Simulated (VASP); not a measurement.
Here is the system:

```xyz
5
Lattice="4.1305 0.0000 0.0000 0.0000 4.1305 0.0000 0.0000 0.0000 4.1305" Properties=species:S:1:pos:R:3 pbc="T T T"
Er     0.0000     0.0000     0.0000
B      2.0652     2.0652     2.0652
Rh     0.0000     2.0652     2.0652
Rh     2.0652     0.0000     2.0652
Rh     2.0652     2.0652     0.0000
```

The numbers are results of PBEsol GGA, VASP's PBE PAW potentials (set 64) (plane waves; VASP), not measurements. Numerical set-up: 600 eV cut-off, 8×8×8 Γ-centred mesh, first-order Methfessel-Paxton smearing of 0.10 eV, potentials Er_3 B Rh_pv.

The 4f electrons are frozen in the core of the lanthanide potential, so 4f levels, which can set the real gap, and their magnetism are missing.

Each row applies one change to this cell, which was relaxed at other settings and keeps the small stress of the first row; at a fixed cut-off the stress holds a Pulay part, so it need not integrate to ΔE exactly. Stress is in GPa, positive when the cell is compressed.

| change | ΔE (meV/atom) | σxx | σyy | σzz | largest shear component, with its sign (GPa) | largest force (eV/Å) |
|---|---|---|---|---|---|---|
| none | 0.0 | -0.05 | -0.05 | -0.05 | 0.00 | 0.000 |
| biaxial strain of -2.0 % in the xy plane | 19.4 | 11.40 | 11.40 | 5.03 | 0.00 | 0.000 |
| atom 2 (B) moved by -0.100 Å along y | … | … | … | … | … | … |
| atom 5 (Rh) moved by -0.100 Å along z | 19.9 | 0.30 | 0.30 | 1.86 | 0.00 | 2.020 |
| isotropic strain of -0.5 % | 2.2 | 3.19 | 3.19 | 3.19 | 0.00 | 0.000 |
| atom 5 (Rh) moved by 0.200 Å along z | 83.4 | 1.40 | 1.40 | 7.73 | 0.00 | 4.440 |
| atom 2 (B) moved by -0.200 Å along z | … | … | … | … | … | … |

Task: Some entries are withheld; supply them.

Result: 
- atom 2 (B) moved by -0.200 Å along z, ΔE (meV/atom): 48.2
- atom 2 (B) moved by -0.200 Å along z, σxx: -0.47
- atom 2 (B) moved by -0.200 Å along z, σyy: -0.47
- atom 2 (B) moved by -0.200 Å along z, σzz: 6.04
- atom 2 (B) moved by -0.200 Å along z, largest shear component, with its sign (GPa): 0.00
- atom 2 (B) moved by -0.200 Å along z, largest force (eV/Å): 2.999
- atom 2 (B) moved by -0.100 Å along y, ΔE (meV/atom): 11.2
- atom 2 (B) moved by -0.100 Å along y, σxx: -0.17
- atom 2 (B) moved by -0.100 Å along y, σyy: 1.45
- atom 2 (B) moved by -0.100 Å along y, σzz: -0.17
- atom 2 (B) moved by -0.100 Å along y, largest shear component, with its sign (GPa): 0.00
- atom 2 (B) moved by -0.100 Å along y, largest force (eV/Å): 1.327

Failed runs are left out, and for metals the shear rows, which the mesh's noise covers.

The structure comes from a computed database's ErBRh3 entry (Pm-3m); how it stands against other phases isn't given here. The electron count is odd and the run is not spin-polarised, which forces a metal.
